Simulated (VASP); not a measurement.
Data:

```
CELL_PARAMETERS angstrom
      0.00000     2.26564     2.26564
      2.26564     0.00000     2.26564
      2.26564     2.26564     0.00000
ATOMIC_POSITIONS crystal
  Mg 0.00000 0.00000 0.00000
```

All values below come from r2SCAN meta-GGA, VASP's PBE PAW potentials (set 64) (plane waves; VASP). Settings: 400 eV cut-off, 13×13×13 Γ-centred mesh, first-order Methfessel-Paxton smearing of 0.10 eV, potentials Mg.

Energy and stress use the plane-wave basis of the starting cell.

The ions, cell shape and volume are relaxed. Which structure does the run end with?

```
CELL_PARAMETERS angstrom
      0.00000     2.24443     2.24443
      2.24443     0.00000     2.24443
      2.24443     2.24443     0.00000
ATOMIC_POSITIONS crystal
  Mg 0.00000 0.00000 0.00000
```
Space group Fm-3m (225), at a tolerance of 0.03 Å.

How do energy and volume change from the first to the last step?

The energy (σ→0) changes by -2.3 meV/atom and the volume by -2.8 %, in 3 ionic steps.

```
step  E(σ→0) (eV)  max force (eV/Å)  pressure (GPa)  volume (Å³)
----  -----------  ----------------  --------------  -----------
1         -4.1274             0.000           -1.08        23.26
2         -4.1296             0.000           -0.23        22.73
3         -4.1297             0.000           -0.03        22.61
```

The structure was generated: Mg was put into the fcc type (Fm-3m), which need not be its known phase. This run relaxes it. Symmetry was kept, so distortions that lower it aren't found.
